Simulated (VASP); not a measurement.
Consider the following.

```
Co
1.0
    1.25500    -2.17372     0.00000
    1.25500     2.17372     0.00000
    0.00000     0.00000     4.07000
Co
2
Direct
  0.33333   0.66667   0.25000
  0.66667   0.33333   0.75000
```
Starting moments (μB, in the order of the record's atoms Co Co): 1.8 1.8.

Method: TPSS meta-GGA, VASP's PBE PAW potentials (set 64) (plane waves; VASP). Run with 520 eV cut-off, 15×15×8 Γ-centred mesh, first-order Methfessel-Paxton smearing of 0.10 eV, potentials Co.

Energy and stress use the plane-wave basis of the starting cell.

Q: The ions, cell shape and volume are relaxed. Give the cell that the relaxation ends in.

A: 
```
Co
1.0
    1.23331    -2.13615     0.00000
    1.23331     2.13615     0.00000
    0.00000     0.00000     3.98916
Co
2
Direct
  0.33333   0.66667   0.25000
  0.66667   0.33333   0.75000
```
Space group P6_3/mmc (194), at a tolerance of 0.03 Å. The cell ends with 3.25 μB, on the sites 1.63 1.63 μB.

Q: How do energy and volume change from the first to the last step?

A: The energy (σ→0) changes by -22.0 meV/atom and the volume by -5.3 %, in 5 ionic steps.

The compound is Co in the hcp structure. This run relaxes it. Symmetry was kept, so distortions that lower it aren't found.
